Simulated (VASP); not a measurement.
Input:

```
CrSe2
1.0
    3.14746     0.00000     0.00000
   -1.57373     2.72578     0.00000
    0.00000     0.00000     6.11915
Cr Se
1 2
Direct
  0.00000   0.00000   0.00000
  0.66667   0.33333   0.74555
  0.33333   0.66667   0.25445
```

Calculation: LDA (Ceperley-Alder, Perdew-Zunger) with spin-orbit coupling, VASP's LDA PAW potentials (set 64) (plane waves; VASP). Run with 400 eV cut-off, 10×10×5 Γ-centred mesh, Gaussian smearing of 0.050 eV, potentials Cr_pv Se.

Problem. Estimate the energy per atom (σ→0), band gap (over mesh and band path) with the smallest direct gap where there is one.

Solution. 
```yaml
band gap (over mesh and band path): none (metal, semimetal or under 0.01 eV)
energy per atom (σ→0): -6.718 eV/atom
```

The absolute energy has meaning only against runs of the same code, potentials and settings.

The structure comes from a computed database's CrSe2 entry (P-3m1); how it stands against other phases isn't given here. It was relaxed first, which changed the volume by -16 %.
